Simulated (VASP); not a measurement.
VASP ran on this input.

**INCAR**
```
SYSTEM = CoAl
PREC = Accurate; ENCUT = 400; LREAL = .False.
LASPH = .True.
EDIFF = 1E-6; NELM = 100; ALGO = Normal
LMAXMIX = 4
ISMEAR = 1; SIGMA = 0.1
GGA = PE
LDAUL = -1 2
LDAUU = 0 4.0
LDAUJ = 0 0
LDAU = .True.; LDAUTYPE = 2; LDAUPRINT = 1
ISIF = 2
LWAVE = .False.; LCHARG = .False.; LORBIT = 10
```

### POSCAR
```
CoAl
1
    2.8600000000     0.0000000000     0.0000000000
    0.0000000000     2.8600000000     0.0000000000
    0.0000000000     0.0000000000     2.8600000000
Al Co
1 1
Direct
  0.5000000000   0.5000000000   0.5000000000
  0.0000000000   0.0000000000   0.0000000000
```

**KPOINTS**
```
Automatic mesh
0
Gamma
11 11 11
0 0 0
```

POTCAR, in this order: Al Co (PBE.64 set). Program: vasp_std.

**Question.** Translate this PBE+U calculation to Quantum ESPRESSO's pw.x.

**Answer.** One equivalent input (not run):
```
&CONTROL
  calculation = 'scf'
  pseudo_dir = './pseudo'
  outdir = './out'
  tprnfor = .true.
  tstress = .true.
/
&SYSTEM
  ibrav = 0
  nat = 2
  ntyp = 2
  ecutwfc = 96
  occupations = 'smearing'
  smearing = 'methfessel-paxton'
  degauss = 0.00735
  input_dft = 'pbe'
/
&ELECTRONS
  conv_thr = 7.3e-08
  electron_maxstep = 100
/
ATOMIC_SPECIES
  Al 26.982 Al.upf
  Co 58.933 Co.upf
CELL_PARAMETERS angstrom
     2.8600000    0.0000000    0.0000000
     0.0000000    2.8600000    0.0000000
     0.0000000    0.0000000    2.8600000
ATOMIC_POSITIONS crystal
  Al   0.5000000  0.5000000  0.5000000
  Co   0.0000000  0.0000000  0.0000000
K_POINTS automatic
  11 11 11 0 0 0
HUBBARD {ortho-atomic}
U Co-3d 4
```
Limits of the translation: the potentials are each code's own (VASP's PAW set, PseudoDojo norm-conserving files in pw.x), so ENCUT and ecutwfc are chosen apart and not converted; conv_thr bounds pw.x's estimated SCF error, while EDIFF bounds the energy change between steps; the +U projectors differ (PAW spheres against orthogonalised atomic orbitals), so the same U acts differently.

The compound is CoAl in the CsCl type structure. The cell was not relaxed at this level. The run is one of a series of settings (LDAU = .TRUE., LDAUJ = 0 0, LDAUL = -1 2, LDAUTYPE = 2, LDAUU = 0 4.0 against the base run), some of them coarse on purpose.
